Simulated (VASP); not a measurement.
Input of a VASP 6.6.1 run:

Contents of INCAR:

```
SYSTEM = LaSc
PREC     = Accurate       ! precision mode
ENCUT    = 600            ! plane-wave cutoff, eV
EDIFF    = 1E-6           ! SCF threshold, eV
ISMEAR   = -1             ! smearing method
SIGMA    = 0.05           ! smearing width, eV
LREAL    = .FALSE.        ! projectors in reciprocal space
LASPH    = .TRUE.         ! aspherical terms in the spheres
NELM     = 60             ! most SCF steps
ALGO     = Normal         ! electronic algorithm
ISIF     = 3              ! what is computed and relaxed
LWAVE    = .FALSE.        ! write WAVECAR
LCHARG   = .FALSE.        ! write CHGCAR
GGA      = PE             ! functional
IBRION   = 2              ! ionic algorithm
NSW      = 60             ! ionic steps
EDIFFG   = -0.005         ! ionic threshold
```

KPOINTS

```
regular mesh
0
G
  7 7 7
  0 0 0
```

Contents of POSCAR:

```
LaSc
1.0
    3.9480400000      0.0000000000      0.0000000000
    0.0000000000      3.9480400000      0.0000000000
    0.0000000000      0.0000000000      3.9480400000
La Sc
1 1
Direct
    0.0000000000      0.0000000000      0.0000000000
    0.5000000000      0.5000000000      0.5000000000
```

Potentials or basis: VASP PAW PBE potentials, release 64 (La_GW, Sc_sv_GW).

Command:

```console
$ cat potpaw_PBE.64/La_GW/POTCAR potpaw_PBE.64/Sc_sv_GW/POTCAR > POTCAR
$ mpirun -np 1 vasp_std > vasp.out
```

(1) Predict the relaxed volume.

(2) What does it give for the band gap on the k mesh?

(3) Estimate the space group after relaxing (to 0.05 Å).

(4) What does it give for the relaxed cell?

## Answers

(1) 30.44 Å³/atom.

(2) none (metal or under the smearing width).

(3) Pm-3m (No. 221).

(4) a = 3.934 Å, b = 3.934 Å, c = 3.934 Å, α = 90.00°, β = 90.00°, γ = 90.00°.
